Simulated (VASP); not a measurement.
# Mg6CuNi (Amm2) in VASP: reference runs, part 2 of 2

VASP 6.6.1.

### 3 Single point, PBE, collinear spin, ferromagnetic start (atoms moved at random, drawn with an rms of 0.05 Å)

File INCAR:

```
ALGO = Normal
EDIFF = 1E-7
ENCUT = 520
GGA = PE
ISIF = 2
ISMEAR = -1
ISPIN = 2
LASPH = True
LCHARG = False
LMAXMIX = 4
LORBIT = 11
LREAL = False
LWAVE = False
MAGMOM = 0.6 1 0 0 0 0 0 0
NBANDS = 30
NELM = 150
PREC = Accurate
SIGMA = 0.05
```

File KPOINTS:

```
k-points
0
Gamma
  6 5 5
```

File POSCAR:

```
Mg6CuNi
1.0
    4.7247480000      0.0000000000      0.0000000000
    0.0000000000      3.0683045000      5.1192140000
    0.0000000000     -3.0683045000      5.1192140000
Cu Ni Mg
1 1 6
Direct
    0.4953370000      0.8348210000      0.8366700000
    0.5049030000      0.3335730000      0.3332620000
   -0.0036190000      0.1666380000      0.1766020000
   -0.0090470000      0.6680690000      0.6761370000
   -0.0138250000      0.1635930000      0.6580090000
   -0.0081790000      0.6522120000      0.1744740000
    0.5085570000      0.3406810000      0.8282510000
    0.4902130000      0.8347030000      0.3274050000
```

Potentials or basis: VASP PAW PBE potentials, release 64 (Cu, Ni, Mg).

The run is started by

```console
$ cat potpaw_PBE.64/Cu/POTCAR potpaw_PBE.64/Ni/POTCAR potpaw_PBE.64/Mg/POTCAR > POTCAR
$ mpirun -np 1 vasp_std > vasp.out
```

OUTCAR:

```text
EDIFF = 1E-7
   ENCUT = 520
   GGA = PE
   ISIF = 2
   ISMEAR = -1
   ISPIN = 2
   LASPH = True
   LORBIT = 11
   LREAL = False
   NELM = 150
   PREC = Accurate

 ion  position               nearest neighbor table
   1  0.495  0.835  0.837-   4 2.88   5 2.90   4 2.91   8 2.93   6 2.95   5 2.97   6 2.97   7 2.97
                             7 3.00   8 3.04
   2  0.505  0.334  0.333-   5 2.85   6 2.85   3 2.85   3 2.92   6 2.95   7 2.97   8 2.98   5 2.99
                             7 2.99   8 2.99
   3  0.996  0.167  0.177-   2 2.85   5 2.87   6 2.89   8 2.92   2 2.92   7 2.95   8 2.96   7 3.04
                             4 3.06   4 3.07   6 3.08   5 3.10
   4  0.991  0.668  0.676-   7 2.86   1 2.88   5 2.91   1 2.91   6 2.93   8 2.99   7 2.99   8 2.99
                             6 3.04   3 3.06   5 3.06   3 3.07
   5  0.986  0.164  0.658-   2 2.85   3 2.87   7 2.87   1 2.90   4 2.91   1 2.97   6 2.98   2 2.99
                             7 3.04   4 3.06   3 3.10   6 3.15
   6  0.992  0.652  0.174-   2 2.85   3 2.89   8 2.92   8 2.93   4 2.93   1 2.95   2 2.95   1 2.97
                             5 2.98   4 3.04   3 3.08   5 3.15
   7  0.509  0.341  0.828-   4 2.86   5 2.87   3 2.95   1 2.97   2 2.97   4 2.99   2 2.99   1 3.00
                             3 3.04   5 3.04   8 3.05   8 3.09
   8  0.490  0.835  0.327-   3 2.92   6 2.92   6 2.93   1 2.93   3 2.96   2 2.98   4 2.99   4 2.99
                             2 2.99   1 3.04   7 3.05   7 3.09

  LATTYP: Found a base centered orthorhombic cell.
 ALAT       =     6.1366090000
 B/A-ratio  =     1.6684178510
 C/A-ratio  =     0.7699281476

  Lattice vectors:

 A1 = (   0.0000000000,   3.0683045000,  -5.1192140000)
 A2 = (   0.0000000000,   3.0683045000,   5.1192140000)
 A3 = (   4.7247480000,   0.0000000000,   0.0000000000)

Analysis of symmetry for initial positions (statically):
=====================================================================
 Subroutine PRICEL returns:
 Original cell was already a primitive cell.

 Routine SETGRP: Setting up the symmetry group for a
[... 950 lines left out ...]

 spin component 2

 k-point     1 :       0.0000    0.0000    0.0000
  band No.  band energies     occupation
      1      -3.7284      1.00000
      2       0.4495      1.00000
      3       0.5199      1.00000
      4       0.6542      1.00000
      5       0.9031      1.00000
      6       0.9543      1.00000
[... 733 lines left out ...]
     27       9.5328      0.00000
     28       9.6473      0.00000

 [... further k-points ...]

 [bands above 28 left out]

------------------------ aborting loop because EDIFF is reached ----------------------------------------

  FORCE on cell =-STRESS in cart. coord.  units (eV):
  Direction    XX          YY          ZZ          XY          YZ          ZX
  --------------------------------------------------------------------------------------
  -------------------------------------------------------------------------------------
  Total       -0.6612110      0.7152743     -0.3490265      0.0466151      0.2768212     -0.1619581
  in kB       -7.1374036      7.7209864     -3.7675466      0.5031837      2.9881301     -1.7482472
  external PRESSURE =      -1.0613213 kB  Pullay stress =       0.0000000 kB

 VOLUME and BASIS-vectors are now :
 -----------------------------------------------------------------------------
  energy-cutoff  :      520.00
  volume of cell :      148.43
      direct lattice vectors                 reciprocal lattice vectors
     4.724748000  0.000000000  0.000000000     0.211651500  0.000000000  0.000000000
     0.000000000  3.068304500  5.119214000     0.000000000  0.162956447  0.097671244
     0.000000000 -3.068304500  5.119214000     0.000000000 -0.162956447  0.097671244

 POSITION                                       TOTAL-FORCE (eV/Angst)
 -----------------------------------------------------------------------------------
      2.34034     -0.00567      8.55672        -0.040760      0.004522     -0.045159
      2.38554      0.00095      3.41367        -0.096609     -0.002147      0.004534
      4.70765     -0.03057      1.75712         0.062367      0.126027      0.126597
      4.68200     -0.02476      6.88128         0.183518      0.068474      0.133733
      4.65943     -1.51702      4.20596         0.252801     -0.065701     -0.126410
      4.68610      1.46585      4.23198         0.016171      0.057986     -0.299697
      2.40280     -1.49601      5.98401        -0.467693     -0.163470      0.056349
      2.31613      1.55654      5.94908         0.090206     -0.025691      0.150053
 -----------------------------------------------------------------------------------
    total drift:                                0.001334      0.000136     -0.001867

  FREE ENERGIE OF THE ION-ELECTRON SYSTEM (eV)
  ---------------------------------------------------
  free  energy   TOTEN  =       -17.9015652381 eV

  energy  without entropy=      -17.8658731232  energy(sigma->0) =      -17.88371918

 total charge

# of ion       s       p       d       tot
------------------------------------------
    1        0.422   0.246   9.161   9.830
    2        0.398   0.241   8.377   9.016
    3        0.219   0.158   0.017   0.394
    4        0.223   0.155   0.016   0.394
    5        0.207   0.149   0.017   0.373
    6        0.207   0.149   0.018   0.374
    7        0.206   0.146   0.017   0.369
    8        0.206   0.147   0.017   0.369
--------------------------------------------------
tot          2.087   1.391  17.639  21.117

 magnetization (x)

# of ion       s       p       d       tot
------------------------------------------
    1        0.000  -0.000   0.000   0.000
    2        0.000   0.000   0.000   0.000
    3        0.000   0.000   0.000   0.000
    4       -0.000   0.000   0.000   0.000
    5        0.000   0.000   0.000   0.000
    6        0.000   0.000   0.000   0.000
    7       -0.000   0.000   0.000   0.000
    8       -0.000   0.000   0.000   0.000
--------------------------------------------------
tot          0.000   0.000   0.000   0.000
```

stdout:

```text
POSCAR found type information on POSCAR CuNiMg
 POSCAR found :  3 types and       8 ions
 scaLAPACK will be used
 LDA part: xc-table for (Slater+PW92), standard interpolation
 POSCAR, INCAR and KPOINTS ok, starting setup
 FFT: planning ... GRIDC
 FFT: planning ... GRID_SOFT
 FFT: planning ... GRID
 WAVECAR not read
 entering main loop
```

Wall time 11 min (1 thread of AMD EPYC 9R45 (Zen 5), shared host); peak memory 0.69 GiB.

Results:

```
Free energy                                           : -17.9016 eV
Pressure                                              : -0.1 GPa
Largest force                                         : 0.499 eV/Å
Band gap on the k mesh                                : none (metal or under the smearing width)
Net moment                                            : 0.00 μB per cell
Valence electrons inside the program's atomic spheres : Cu 9.83; Ni 9.02; Mg 0.39, 0.37
```

Forces in eV/Å, atoms in the order of the input:
```
Cu  -0.041  0.005 -0.045
Ni  -0.097 -0.002  0.005
Mg   0.062  0.126  0.127
Mg   0.184  0.068  0.134
Mg   0.253 -0.066 -0.126
Mg   0.016  0.058 -0.300
Mg  -0.468 -0.163  0.056
Mg   0.090 -0.026  0.150
```
